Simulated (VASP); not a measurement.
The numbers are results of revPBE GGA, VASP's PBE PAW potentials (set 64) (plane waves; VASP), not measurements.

VASP input:

**INCAR**
```
ALGO=Normal
EDIFF=1E-6
ENCUT=400
GGA=RE
ISIF=2
ISMEAR=-1
LASPH=.TRUE.
LCHARG=.FALSE.
LREAL=.FALSE.
LWAVE=.FALSE.
NELM=100
PREC=Accurate
SIGMA=0.1
SYSTEM=SiC
```

**POSCAR**
```
SiC
10.2511990
  0.3054606588   0.0000000000   0.0000000000
 -0.1527303294   0.2645367630   0.0000000000
  0.0000000000   0.0000000000   1.0000000000
Si C
4 4
Cartesian
  0.0000000000   0.0000000000   0.0000000000
  0.0000000000   0.0000000000   0.5000000000
  0.1527304821   0.0881788328   0.7501800000
 -0.0000001527   0.1763579302   0.2501800000
  0.0000000000   0.0000000000   0.8121600000
  0.0000000000   0.0000000000   0.3121600000
  0.1527304821   0.0881788328   0.5632900000
 -0.0000001527   0.1763579302   0.0632900000
```

**KPOINTS**
```
K-points
0
G
10 10 3
```

POTCAR, in this order: Si C (PBE.64 set). Program: vasp_std.

The run wrote:

OUTCAR:
```
 ion  position               nearest neighbor table
   1  0.000  0.000  0.000-   8 1.92   8 1.92   8 1.92   5 1.93   3 3.13   3 3.13   3 3.13   4 3.14
                             4 3.14   4 3.14
   2  0.000  0.000  0.500-   7 1.92   7 1.92   7 1.92   6 1.93   4 3.13   4 3.13   4 3.13   3 3.14
                             3 3.14   3 3.14
   3  0.667  0.333  0.750-   7 1.92   5 1.92   5 1.92   5 1.92   1 3.13   1 3.13   1 3.13   2 3.14
                             2 3.14   2 3.14
   4  0.333  0.667  0.250-   8 1.92   6 1.92   6 1.92   6 1.92   2 3.13   2 3.13   2 3.13   1 3.14
                             1 3.14   1 3.14
   5  0.000  0.000  0.812-   3 1.92   3 1.92   3 1.92   1 1.93
   6  0.000  0.000  0.312-   4 1.92   4 1.92   4 1.92   2 1.93
   7  0.667  0.333  0.563-   3 1.92   2 1.92   2 1.92   2 1.92
   8  0.333  0.667  0.063-   4 1.92   1 1.92   1 1.92   1 1.92
  LATTYP: Found a hexagonal cell.
 ALAT       =     3.1313380000
 C/A-ratio  =     3.2737440034
 Subroutine PRICEL returns:
 Original cell was already a primitive cell.
 Subroutine GETGRP returns: Found 12 space group operations
The static configuration has the point symmetry C_3v.
 The point group associated with its full space group is C_6v.
The dynamic configuration has the point symmetry C_3v.
 Subroutine INISYM returns: Found 12 space group operations
 Subroutine IBZKPT returns following result:
 Found     28 irreducible k-points:

 Following reciprocal coordinates:
            Coordinates               Weight
  0.000000  0.000000  0.000000      1.000000
  0.100000  0.000000  0.000000      6.000000
  0.200000  0.000000  0.000000      6.000000
  0.300000  0.000000  0.000000      6.000000
  0.400000  0.000000  0.000000      6.000000
  0.500000  0.000000  0.000000      3.000000
  0.100000  0.100000  0.000000      6.000000
  0.200000  0.100000  0.000000     12.000000
  0.300000  0.100000  0.000000     12.000000
  0.400000  0.100000  0.000000     12.000000
  0.200000  0.200000  0.000000      6.000000
  0.300000  0.200000  0.000000     12.000000
  0.400000  0.200000  0.000000      6.000000
  0.300000  0.300000  0.000000      6.000000
  0.000000  0.000000  0.333333      2.000000
  0.100000  0.000000  0.333333     12.000000
  0.200000  0.000000  0.333333     12.000000
  0.300000  0.000000  0.333333     12.000000
  0.400000  0.000000  0.333333     12.000000
  0.500000  0.000000  0.333333      6.000000
  0.100000  0.100000  0.333333     12.000000
  0.200000  0.100000  0.333333     24.000000
  0.300000  0.100000  0.333333     24.000000
  0.400000  0.100000  0.333333     24.000000
  0.200000  0.200000  0.333333     12.000000
  0.300000  0.200000  0.333333     24.000000
  0.400000  0.200000  0.333333     12.000000
  0.300000  0.300000  0.333333     12.000000
   k-points           NKPTS =     28   k-points in BZ     NKDIM =     28   number of bands    NBANDS=     21
   number of dos      NEDOS =    301   number of ions     NIONS =      8
   total plane-waves  NPLWV =  28000
   dimension x,y,z NGX =    20 NGY =   20 NGZ =   70
   dimension x,y,z NGXF=    40 NGYF=   40 NGZF=  140
   ions per type =               4   4
   PREC   = accura    normal or accurate (medium, high low for compatibility)
   ISTART =      0    job   : 0-new  1-cont  2-samecut
   ICHARG =      2    charge: 1-file 2-atom 10-const
   ISPIN  =      1    spin polarized calculation?
   LNONCOLLINEAR =      F non collinear calculations
   LSORBIT =      F    spin-orbit coupling
   INIWAV =      1    electr: 0-lowe 1-rand  2-diag
   ENCUT  =  400.0 eV  29.40 Ry    5.42 a.u.   5.11  5.11 16.72*2*pi/ulx,y,z
   NELM   =    100;   NELMIN=  2; NELMDL= -5     # of ELM steps
   EDIFF  = 0.1E-05   stopping-criterion for ELM
   LREAL  =      F    real-space projection
   NLSPLINE    = F    spline interpolate recip. space projectors
   LMAXMIX     =    2 max onsite mixed and CHGCAR
...
```

OSZICAR:
```
       N       E                     dE             d eps       ncg     rms          rms(c)
DAV:   1     0.744599275911E+02    0.74460E+02   -0.12429E+04  1176   0.108E+03
DAV:   2    -0.581177838970E+02   -0.13258E+03   -0.12567E+03  1654   0.202E+02
DAV:   3    -0.642936640733E+02   -0.61759E+01   -0.61483E+01  1456   0.454E+01
DAV:   4    -0.643909913611E+02   -0.97327E-01   -0.97176E-01  1478   0.638E+00
DAV:   5    -0.643932889846E+02   -0.22976E-02   -0.22970E-02  1426   0.926E-01    0.173E+01
DAV:   6    -0.579349787115E+02    0.64583E+01   -0.22246E+01  1371   0.222E+01    0.795E+00
DAV:   7    -0.578058654797E+02    0.12911E+00   -0.16321E+00  1627   0.634E+00    0.342E+00
DAV:   8    -0.577918320266E+02    0.14033E-01   -0.96478E-02  1421   0.179E+00    0.848E-01
DAV:   9    -0.577927751679E+02   -0.94314E-03   -0.13272E-02  1426   0.730E-01    0.187E-01
DAV:  10    -0.577936766668E+02   -0.90150E-03   -0.16227E-03  1479   0.238E-01    0.716E-02
DAV:  11    -0.577937730070E+02   -0.96340E-04   -0.31408E-04  1411   0.113E-01    0.113E-02
DAV:  12    -0.577937762521E+02   -0.32452E-05   -0.99678E-06  1502   0.202E-02    0.528E-03
DAV:  13    -0.577937781675E+02   -0.19154E-05   -0.20567E-06  1043   0.985E-03    0.263E-03
DAV:  14    -0.577937785946E+02   -0.42702E-06   -0.26605E-07   938   0.341E-03
   1 F= -.57793779E+02 E0= -.57793778E+02  d E =-.213135E-05
```

**OUTCAR**
```
------------------------ aborting loop because EDIFF is reached ----------------------------------------
  FORCE on cell =-STRESS in cart. coord.  units (eV):
  Direction    XX          YY          ZZ          XY          YZ          ZX
  --------------------------------------------------------------------------------------
  Total       -3.4302699     -3.4302718     -3.1932299      0.0000000     -0.0000000      0.0000000
  in kB      -63.1354907    -63.1355254    -58.7726757      0.0000000     -0.0000000      0.0000000
  external PRESSURE =     -61.6812306 kB  Pullay stress =       0.0000000 kB
  volume of cell :       87.05
      direct lattice vectors                 reciprocal lattice vectors
     3.131338000  0.000000000  0.000000000     0.319352302  0.184378087  0.000000000
    -1.565669000  2.711819000  0.000000000     0.000000000  0.368756174  0.000000000
     0.000000000  0.000000000 10.251199000     0.000000000  0.000000000  0.097549565
  FREE ENERGIE OF THE ION-ELECTRON SYSTEM (eV)
  ---------------------------------------------------
  free  energy   TOTEN  =       -57.7937785946 eV

  energy  without entropy=      -57.7937764632  energy(sigma->0) =      -57.79377753
```
(Selected blocks of OUTCAR.)

At this cut-off the stress carries a Pulay error, which pulls relaxed volumes low.

The structure was generated: SiC was put into an ordered model structure, which need not be its known phase. The cell was not relaxed at this level.
